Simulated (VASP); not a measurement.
These are PBE GGA, VASP's PBE PAW potentials (set 64) (plane waves; VASP) values and carry that method's errors.

VASP input:

INCAR:
```
LREAL  =  .False.   # projection in real space or not
ISMEAR  =  0   # Gaussian
LASPH  =  .True.   # aspherical one-centre terms
NELM  =  100   # most electronic steps
LWAVE  =  .False.
GGA  =  PE   # PBE
SYSTEM  =  ZnO
SIGMA  =  0.1
LMAXMIX  =  4   # l cut-off of mixed one-centre charges
LCHARG  =  .False.
ENCUT  =  560   # plane-wave cut-off (eV)
ISIF  =  2   # forces and stress, cell fixed
PREC  =  Accurate
EDIFF  =  1E-09
ALGO  =  Normal
```

File KPOINTS:
```
Automatic mesh
0
Gamma
  14 14 5
0 0 0
```

### POSCAR
```
ZnO
1
    3.1317610000     0.0000000000     0.0000000000
   -1.5658810000     2.7121850000     0.0000000000
    0.0000000000     0.0000000000    10.2525840000
Zn O
4 4
Direct
  0.0000000000   0.0000000000   0.0000000000
  0.0000000000   0.0000000000   0.5000000000
  0.6666670000   0.3333330000   0.7501800000
  0.3333330000   0.6666670000   0.2501800000
  0.0000000000   0.0000000000   0.8121600000
  0.0000000000   0.0000000000   0.3121600000
  0.6666670000   0.3333330000   0.5632900000
  0.3333330000   0.6666670000   0.0632900000
```

POTCAR, in this order: Zn O (PBE.64 set). Program: vasp_std.

Output of the run:

### OUTCAR
```
 ion  position               nearest neighbor table
   1  0.000  0.000  0.000-   8 1.92   8 1.92   8 1.92   5 1.93
   2  0.000  0.000  0.500-   7 1.92   7 1.92   7 1.92   6 1.93
   3  0.667  0.333  0.750-   7 1.92   5 1.92   5 1.92   5 1.92
   4  0.333  0.667  0.250-   8 1.92   6 1.92   6 1.92   6 1.92
   5  0.000  0.000  0.812-   3 1.92   3 1.92   3 1.92   1 1.93
   6  0.000  0.000  0.312-   4 1.92   4 1.92   4 1.92   2 1.93
   7  0.667  0.333  0.563-   3 1.92   2 1.92   2 1.92   2 1.92
   8  0.333  0.667  0.063-   4 1.92   1 1.92   1 1.92   1 1.92
  LATTYP: Found a hexagonal cell.
 ALAT       =     3.1317610000
 C/A-ratio  =     3.2737440692
 Subroutine PRICEL returns:
 Original cell was already a primitive cell.
 Subroutine GETGRP returns: Found 12 space group operations
The static configuration has the point symmetry C_3v.
 The point group associated with its full space group is C_6v.
The dynamic configuration has the point symmetry C_3v.
 Subroutine INISYM returns: Found 12 space group operations
 Subroutine IBZKPT returns following result:
 Found     72 irreducible k-points:

 Following reciprocal coordinates:
            Coordinates               Weight
  0.000000  0.000000  0.000000      1.000000
  0.071429 -0.000000  0.000000      6.000000
  0.142857 -0.000000  0.000000      6.000000
  0.214286 -0.000000  0.000000      6.000000
  0.285714  0.000000  0.000000      6.000000
  0.357143 -0.000000  0.000000      6.000000
  0.428571 -0.000000  0.000000      6.000000
  0.500000 -0.000000  0.000000      3.000000
  0.071429  0.071429  0.000000      6.000000
  0.142857  0.071429  0.000000     12.000000
  0.214286  0.071429  0.000000     12.000000
  0.285714  0.071429  0.000000     12.000000
  0.357143  0.071429  0.000000     12.000000
  0.428571  0.071429  0.000000     12.000000
  0.142857  0.142857  0.000000      6.000000
  0.214286  0.142857  0.000000     12.000000
  0.285714  0.142857  0.000000     12.000000
  0.357143  0.142857  0.000000     12.000000
  0.428571  0.142857  0.000000      6.000000
  0.214286  0.214286  0.000000      6.000000
  0.285714  0.214286  0.000000     12.000000
  0.357143  0.214286  0.000000     12.000000
  0.285714  0.285714  0.000000      6.000000
  0.357143  0.285714  0.000000      6.000000
  0.000000  0.000000  0.200000      2.000000
  0.071429 -0.000000  0.200000     12.000000
  0.142857 -0.000000  0.200000     12.000000
  0.214286 -0.000000  0.200000     12.000000
  0.285714  0.000000  0.200000     12.000000
  0.357143 -0.000000  0.200000     12.000000
  0.428571 -0.000000  0.200000     12.000000
  0.500000 -0.000000  0.200000      6.000000
  0.071429  0.071429  0.200000     12.000000
  0.142857  0.071429  0.200000     24.000000
  0.214286  0.071429  0.200000     24.000000
  0.285714  0.071429  0.200000     24.000000
  0.357143  0.071429  0.200000     24.000000
  0.428571  0.071429  0.200000     24.000000
  0.142857  0.142857  0.200000     12.000000
  0.214286  0.142857  0.200000     24.000000
   k-points           NKPTS =     72   k-points in BZ     NKDIM =     72   number of bands    NBANDS=     43
   number of dos      NEDOS =    301   number of ions     NIONS =      8
   total plane-waves  NPLWV =  46080
   dimension x,y,z NGX =    24 NGY =   24 NGZ =   80
   dimension x,y,z NGXF=    48 NGYF=   48 NGZF=  160
   ions per type =               4   4
   PREC   = accura    normal or accurate (medium, high low for compatibility)
   ISTART =      0    job   : 0-new  1-cont  2-samecut
   ICHARG =      2    charge: 1-file 2-atom 10-const
   ISPIN  =      1    spin polarized calculation?
   LNONCOLLINEAR =      F non collinear calculations
...
```

File OSZICAR:
```
       N       E                     dE             d eps       ncg     rms          rms(c)
DAV:   1     0.794354571819E+03    0.79435E+03   -0.37479E+04  6224   0.264E+03
DAV:   2     0.800194020051E+02   -0.71434E+03   -0.68582E+03  6384   0.585E+02
DAV:   3    -0.355556909265E+02   -0.11558E+03   -0.11379E+03  6508   0.217E+02
DAV:   4    -0.414342159804E+02   -0.58785E+01   -0.58413E+01  7250   0.507E+01
DAV:   5    -0.414998895502E+02   -0.65674E-01   -0.65592E-01  6961   0.557E+00    0.248E+01
DAV:   6    -0.345352690243E+02    0.69646E+01   -0.23574E+01  9777   0.722E+01    0.156E+01
DAV:   7    -0.350017218968E+02   -0.46645E+00   -0.63707E+00  6548   0.205E+01    0.865E+00
DAV:   8    -0.350456718226E+02   -0.43950E-01   -0.16576E+00  8843   0.962E+00    0.259E+00
DAV:   9    -0.349204571297E+02    0.12521E+00   -0.42234E-01  9977   0.908E+00    0.449E-01
DAV:  10    -0.349288748954E+02   -0.84178E-02   -0.12187E-01  6519   0.209E+00    0.273E-01
DAV:  11    -0.349282493035E+02    0.62559E-03   -0.28278E-03  6998   0.466E-01    0.104E-01
DAV:  12    -0.349282602581E+02   -0.10955E-04   -0.49939E-04  8594   0.410E-01    0.421E-02
DAV:  13    -0.349282836105E+02   -0.23352E-04   -0.11770E-04  7185   0.104E-01    0.174E-02
DAV:  14    -0.349282875412E+02   -0.39307E-05   -0.65322E-06  9166   0.424E-02    0.120E-02
DAV:  15    -0.349282862476E+02    0.12936E-05   -0.73694E-06  7302   0.200E-02    0.358E-03
DAV:  16    -0.349282860363E+02    0.21126E-06   -0.14465E-06  9027   0.111E-02    0.163E-03
DAV:  17    -0.349282859139E+02    0.12237E-06   -0.24915E-07  7753   0.691E-03    0.121E-03
DAV:  18    -0.349282858720E+02    0.41960E-07   -0.47242E-08  7650   0.341E-03    0.107E-03
DAV:  19    -0.349282858411E+02    0.30836E-07   -0.27281E-08  8240   0.154E-03    0.472E-04
DAV:  20    -0.349282858588E+02   -0.17677E-07   -0.17227E-08  7029   0.114E-03    0.142E-04
DAV:  21    -0.349282858619E+02   -0.30450E-08   -0.28144E-09  4588   0.446E-04    0.630E-05
DAV:  22    -0.349282858656E+02   -0.37253E-08   -0.36055E-10  3660   0.306E-04    0.209E-05
DAV:  23    -0.349282858669E+02   -0.13169E-08   -0.10692E-10  3648   0.220E-04    0.163E-05
DAV:  24    -0.349282858666E+02    0.33469E-09   -0.43714E-11  3642   0.637E-05
   1 F= -.34928286E+02 E0= -.34928286E+02  d E =-.963549E-11
```

### OUTCAR
```
------------------------ aborting loop because EDIFF is reached ----------------------------------------
  FORCE on cell =-STRESS in cart. coord.  units (eV):
  Direction    XX          YY          ZZ          XY          YZ          ZX
  --------------------------------------------------------------------------------------
  Total       12.3238263     12.3238300     11.8857120     -0.0000023      0.0000000      0.0000000
  in kB      226.7330824    226.7331518    218.6726808     -0.0000418      0.0000000      0.0000000
  external PRESSURE =     224.0463050 kB  Pullay stress =       0.0000000 kB
  volume of cell :       87.08
      direct lattice vectors                 reciprocal lattice vectors
     3.131761000  0.000000000  0.000000000     0.319309168  0.184353265  0.000000000
    -1.565881000  2.712185000  0.000000000     0.000000000  0.368706412  0.000000000
     0.000000000  0.000000000 10.252584000     0.000000000  0.000000000  0.097536387
  FREE ENERGIE OF THE ION-ELECTRON SYSTEM (eV)
  ---------------------------------------------------
  free  energy   TOTEN  =       -34.9282858666 eV

  energy  without entropy=      -34.9282858666  energy(sigma->0) =      -34.92828587
```
(Selected blocks of OUTCAR.)

The structure was generated: ZnO was put into an ordered model structure, which need not be its known phase. The cell was not relaxed at this level. The run is one of a series of settings (EDIFF = 1E-09, ENCUT = 560, KPOINTS 14×14×5 Γ-centred mesh against the base run), some of them coarse on purpose.
